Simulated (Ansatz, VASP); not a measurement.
# ScPd3: VASP beside Ansatz

File INCAR:

```
SYSTEM = ScPd3
ALGO     = Fast           ! electronic algorithm
EDIFF    = 1E-8           ! SCF threshold, eV
ENCUT    = 520            ! plane-wave cutoff, eV
GGA      = CA             ! functional
ISIF     = 2              ! what is computed and relaxed
ISMEAR   = -1             ! smearing method
LASPH    = .True.         ! aspherical terms in the spheres
LCHARG   = .False.        ! write CHGCAR
LEFG     = .True.       
LREAL    = .False.        ! projectors in reciprocal space
LWAVE    = .False.        ! write WAVECAR
NBANDS   = 28             ! bands
NELM     = 100            ! most SCF steps
PREC     = Accurate       ! precision mode
SIGMA    = 0.05           ! smearing width, eV
```

KPOINTS

```
k-points
0
Gamma
  9 9 9
  0 0 0
```

Contents of POSCAR:

```
ScPd3
1.0
    3.9024969916      0.0000000000      0.0000000000
    0.0000000000      3.9024969916      0.0000000000
    0.0000000000      0.0000000000      3.9024969916
Sc Pd
1 3
Direct
    0.0000000000      0.0000000000      0.0000000000
    0.0000000000      0.5000000000      0.5000000000
    0.5000000000      0.0000000000      0.5000000000
    0.5000000000      0.5000000000      0.0000000000
```

Input for Ansatz:

```yaml
crystal:
  lattice:
    - [3.9024969916, 0.0, 0.0]
    - [0.0, 3.9024969916, 0.0]
    - [0.0, 0.0, 3.9024969916]
  atoms:
    - { symbol: Sc, position: [0.0, 0.0, 0.0] }
    - { symbol: Pd, position: [0.0, 0.5, 0.5] }
    - { symbol: Pd, position: [0.5, 0.0, 0.5] }
    - { symbol: Pd, position: [0.5, 0.5, 0.0] }
kpoints:
  mp_grid: { grid: [9, 9, 9] }
scf:
  occupations: { method: fermi_dirac, width: 0.05 }
hamiltonian:
  xc: lda
  pseudopotentials: { kind: all_electron, datasets: crystal }
output:
  forces: true
  stress: true
  eigenvalues: true
  efg: { contact_densities: true }
```

Alike in both runs: task electric field gradients; functional LDA; k mesh 9 × 9 × 9; occupations fermi-dirac, width 0.05 eV; no spin polarisation.

```csv
,VASP,Ansatz
version,VASP 6.6.1,Ansatz 0.2.0
potentials or method,"VASP PAW LDA potentials, release 64 (Sc_sv, Pd)","all-electron PAW with datasets made for the crystal, scalar-relativistic"
plane-wave cutoff (eV),520,see its input
```

|  | VASP | Ansatz | Ansatz less VASP |
| --- | --- | --- | --- |
| pressure (GPa) | 0.6 | 0.0 | -0.63 |
| Vzz of the field gradient on the site that differs most (V/Å²) | -53.9 | -72.7 | -18.80 |

Ansatz ran all-electron here, so the differences hold the error of VASP's frozen core and of both bases. Ansatz warned: «gradients_without_spin_orbit».
